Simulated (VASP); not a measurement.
VASP input:

File POSCAR:
```
CdSe
1
    2.1500000000    -3.7239090000     0.0000000000
    2.1500000000     3.7239090000     0.0000000000
    0.0000000000     0.0000000000     7.0100000000
Cd Se
2 2
Direct
  0.6666670000   0.3333330000   0.5000000000
  0.3333330000   0.6666670000   0.0000000000
  0.6666670000   0.3333330000   0.8760000000
  0.3333330000   0.6666670000   0.3760000000
```

KPOINTS:
```
k-points along high-symmetry lines
5
Line-mode
Reciprocal
  0.000000   0.000000   0.000000 ! GAMMA
  0.000000   0.500000   0.000000 ! M

  0.000000   0.500000   0.000000 ! M
 -0.333333   0.666667   0.000000 ! K

 -0.333333   0.666667   0.000000 ! K
  0.000000   0.000000   0.000000 ! GAMMA

  0.000000   0.000000   0.000000 ! GAMMA
  0.000000   0.000000   0.500000 ! A

  0.000000   0.000000   0.500000 ! A
  0.000000   0.500000   0.500000 ! L

  0.000000   0.500000   0.500000 ! L
 -0.333333   0.666667   0.500000 ! H

 -0.333333   0.666667   0.500000 ! H
  0.000000   0.000000   0.500000 ! A

  0.000000   0.500000   0.500000 ! L
  0.000000   0.500000   0.000000 ! M

 -0.333333   0.666667   0.500000 ! H
 -0.333333   0.666667   0.000000 ! K
```

**INCAR**
```
SYSTEM = CdSe
PREC = Accurate
ENCUT = 400
EDIFF = 1E-6
NELM = 100
ALGO = Normal
LREAL = .FALSE.
LASPH = .TRUE.
ISMEAR = 0
SIGMA = 0.05
GGA = PE
LMAXMIX = 4
LWAVE = .FALSE.
LCHARG = .FALSE.
ISIF = 2
```

POTCAR, in this order: Cd Se (PBE.64 set). Program: vasp_std.

Output of the run:

**standard output**
```
 POSCAR found type information on POSCAR CdSe
 POSCAR found :  2 types and       4 ions
 Reading from existing POTCAR
 Reading from existing POTCAR
 LDA part: xc-table for (Slater+PW92), standard interpolation
 POSCAR, INCAR and KPOINTS ok, starting setup
 WAVECAR not read
 entering main loop
       N       E                     dE             d eps       ncg     rms          rms(c)
DAV:   1     0.213689977826E+03    0.21369E+03   -0.15118E+04  1980   0.120E+03
DAV:   2     0.622997590935E-01   -0.21363E+03   -0.20903E+03  2226   0.321E+02
DAV:   3    -0.108483793937E+02   -0.10911E+02   -0.10854E+02  2346   0.739E+01
DAV:   4    -0.109436876452E+02   -0.95308E-01   -0.95249E-01  2208   0.638E+00
DAV:   5    -0.109445114923E+02   -0.82385E-03   -0.82380E-03  2346   0.552E-01    0.993E+00
DAV:   6    -0.101064400472E+02    0.83807E+00   -0.18594E+00  2314   0.133E+01    0.770E+00
DAV:   7    -0.100613653697E+02    0.45075E-01   -0.75287E-01  2226   0.477E+00    0.276E+00
DAV:   8    -0.100579212421E+02    0.34441E-02   -0.88512E-02  2160   0.326E+00    0.439E-01
DAV:   9    -0.100579404387E+02   -0.19197E-04   -0.11233E-02  2292   0.136E+00    0.162E-01
DAV:  10    -0.100580619073E+02   -0.12147E-03   -0.11257E-03  2220   0.413E-01    0.801E-02
DAV:  11    -0.100581757732E+02   -0.11387E-03   -0.21770E-04  2148   0.993E-02    0.209E-02
DAV:  12    -0.100581765106E+02   -0.73737E-06   -0.56285E-05  2420   0.847E-02    0.107E-02
DAV:  13    -0.100581787244E+02   -0.22138E-05   -0.11539E-05  2154   0.348E-02    0.369E-03
DAV:  14    -0.100581788583E+02   -0.13391E-06   -0.55161E-07  1644   0.465E-03
   1 F= -.10058179E+02 E0= -.10058179E+02  d E =-.665895E-16
```

OUTCAR:
```
------------------------ aborting loop because EDIFF is reached ----------------------------------------
  FORCE on cell =-STRESS in cart. coord.  units (eV):
  Direction    XX          YY          ZZ          XY          YZ          ZX
  --------------------------------------------------------------------------------------
  Total        3.5986483      3.5986478      2.0414422      0.0000000     -0.0000000      0.0000000
  in kB       51.3646642     51.3646577     29.1381604      0.0000000     -0.0000000      0.0000000
  external PRESSURE =      43.9558274 kB  Pullay stress =       0.0000000 kB
  volume of cell :      112.25
      direct lattice vectors                 reciprocal lattice vectors
     2.150000000 -3.723909000  0.000000000     0.232558140 -0.134267513  0.000000000
     2.150000000  3.723909000  0.000000000     0.232558140  0.134267513  0.000000000
     0.000000000  0.000000000  7.010000000     0.000000000  0.000000000  0.142653352
  FREE ENERGIE OF THE ION-ELECTRON SYSTEM (eV)
  ---------------------------------------------------
  free  energy   TOTEN  =       -10.0581788583 eV

  energy  without entropy=      -10.0581788583  energy(sigma->0) =      -10.05817886
```
(Selected blocks of OUTCAR.)

**Question.** The run ends quietly. Is anything wrong with it?

**Answer.** The cause: a line-mode KPOINTS file was used for a self-consistent run. The run ends without an error. Against the sound run, the energy per atom (σ→0) rises by 0.213 eV/atom; the pressure rises by 1.46 GPa. To mend it, correct KPOINTS.
**KPOINTS**
```
Automatic mesh
0
Gamma
6 6 3
0 0 0
```
The mended run (PBE GGA, plane waves, VASP's PBE PAW potentials (set 64)) converges, and its OSZICAR ends with
```
   1 F= -.10910658E+02 E0= -.10910658E+02  d E =-.162841E-12
```

The compound is CdSe in the wurtzite structure. The cell was not relaxed at this level.
